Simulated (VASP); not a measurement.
Crystal: CdTe.

```
CELL_PARAMETERS angstrom
0.00000 3.20500 3.20500
3.20500 0.00000 3.20500
3.20500 3.20500 0.00000
ATOMIC_POSITIONS crystal
Cd 0.00000 0.00000 0.00000
Te 0.25000 0.25000 0.25000
```

* Program: VASP 6.6.1
* Task: relaxation of cell and atoms
* Functional: r2SCAN
* Dispersion: rVV10
* Potentials or basis: VASP PAW PBE potentials, release 64 (Cd, Te)
* Cutoff: 520 eV
* k mesh: 8 × 8 × 8
* Occupations: gaussian, width 0.02 eV
* Spin: no spin polarisation

At the start: pressure 2.7 GPa; volume 32.92 Å³/atom.

Task: How do energy, volume and symmetry change on relaxing?

Result: Over 6 steps the energy falls by 14.8 meV/atom and the volume is 34.80 Å³/atom (+5.7 %); space group F-43m (No. 216, to 0.05 Å).

Step by step:
```tsv
step	energy change (eV)	largest force (eV/Å)	pressure (GPa)	volume (Å³)
1	0.0000	0.0000	2.67	65.84
2	-0.0248	0.0000	-0.93	71.21
3	-0.0296	0.0000	0.01	69.58
4	-0.0296	0.0000	-0.04	69.66
5	-0.0296	0.0000	0.01	69.58
6	-0.0296	0.0000	0.00	69.59
```

Final structure:
```
Cd Te
1.0
     0.00000    3.26471    3.26471
     3.26471    0.00000    3.26471
     3.26471    3.26471    0.00000
Cd Te
1 1
Direct
  0.00000 0.00000 0.00000
  0.25000 0.25000 0.25000
```

Caveat: the PAW data sets were made with another functional, which shifts forces and pressure a little.
